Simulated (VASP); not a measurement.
Method: LDA (Ceperley-Alder, Perdew-Zunger), VASP's LDA PAW potentials (set 64) (plane waves; VASP).

VASP ran on this input.

**POSCAR**
```
Cu3Sn
1
    0.0000000000     3.3240090000     3.3240090000
    3.3240090000     0.0000000000     3.3240090000
    3.3240090000     3.3240090000     0.0000000000
Sn Cu
1 3
Direct
  0.0000000000   0.0000000000   0.0000000000
  0.5000000000   0.5000000000   0.5000000000
  0.2500000000   0.2500000000   0.2500000000
  0.7500000000   0.7500000000   0.7500000000
```

**INCAR**
```
SYSTEM = Cu3Sn
PREC = Accurate; ENCUT = 300; LREAL = F
LASPH = T
EDIFF = 1E-6; NELM = 100; ALGO = Normal
LMAXMIX = 4
ISMEAR = -1; SIGMA = 0.1
ISIF = 2
LWAVE = F; LCHARG = F
```

**KPOINTS**
```
Automatic mesh
0
G
7 7 7
```

POTCAR, in this order: Sn_d Cu (LDA.64 set). Program: vasp_std.

At this cut-off the stress carries a Pulay error, which pulls relaxed volumes low. Unless said otherwise, spin-orbit coupling is left out, though it shifts the bands of the heavy elements here.

Question: Estimate the energy per atom (σ→0), pressure, band gap (on the k-mesh).

Answer: 
```json
{
 "energy per atom (σ→0)": "-4.181 eV/atom",
 "band gap (on the k-mesh)": "none (metal, semimetal or under 0.01 eV)",
 "pressure": "-20.92 GPa"
}
```

**OSZICAR**
```
...
DAV:   9    -0.167791777843E+02   -0.21200E-01   -0.25273E-01  1500   0.124E+01    0.133E+00
DAV:  10    -0.167442435506E+02    0.34934E-01   -0.78617E-02  1488   0.569E+00    0.398E-01
DAV:  11    -0.167426949460E+02    0.15486E-02   -0.94111E-03  1728   0.127E+00    0.182E-01
DAV:  12    -0.167422606096E+02    0.43434E-03   -0.10463E-03  1740   0.617E-01    0.602E-02
DAV:  13    -0.167422028992E+02    0.57710E-04   -0.33807E-04  1480   0.366E-01    0.126E-02
DAV:  14    -0.167422031032E+02   -0.20399E-06   -0.54053E-05  1668   0.118E-01    0.483E-03
DAV:  15    -0.167422032586E+02   -0.15544E-06   -0.26386E-06   992   0.211E-02
   1 F= -.16742203E+02 E0= -.16722505E+02  d E =-.393962E-01
```

The structure was generated: Cu3Sn was put into an ordered model structure, which need not be its known phase. The cell was not relaxed at this level. The electron count is odd and the run is not spin-polarised, which forces a metal.
